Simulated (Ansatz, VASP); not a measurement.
# Si4Cl in VASP and in Ansatz

```xyz
5
Lattice="-2.9099 2.9099 2.9099 2.9099 -2.9099 2.9099 2.9099 2.9099 -2.9099" Properties=species:S:1:pos:R:3 pbc="T T T"
Si    1.4550    1.4550   -1.4550
Si   -1.4550    1.4550    1.4550
Si    1.4550   -1.4550    1.4550
Si    1.4550    1.4550    1.4550
Cl    0.0000    0.0000    0.0000
```

Change from the starting cell: species swapped into the Hg4Pt type (Im-3m, No. 229).

Alike in both runs: functional PBE; k mesh 4 × 4 × 4; occupations gaussian, width 0.1 eV; no spin polarisation.

Ansatz relaxed the structure, and its values are those at the end. VASP's run is a single point on that final structure, the one shown.

|  | VASP | Ansatz |
| --- | --- | --- |
| version | VASP 6.6.1 | Ansatz 0.2.0 |
| potentials or method | VASP PAW PBE potentials, release 64 (Si, Cl) | scalar-relativistic, plane waves, PAW |
| plane-wave cutoff (eV) | 520 | 420 |
| valence electrons in the cell | 23 | 23 |

```tsv
	VASP	Ansatz	Ansatz less VASP
gap on the k mesh at the Fermi level (eV)	none	none	-
pressure (GPa)	0.4	0.3	-0.12
```

A gap of «none» marks a metal or a gap that the smearing closes. With one functional, cell and mesh, what is left measures potentials, basis and numerics.

Caveats: the k mesh is coarse (spacing up to 0.38 Å⁻¹), so the values aren't converged; an odd number of electrons without spin polarisation forces a metal; a magnetic or distorted state may lie lower.
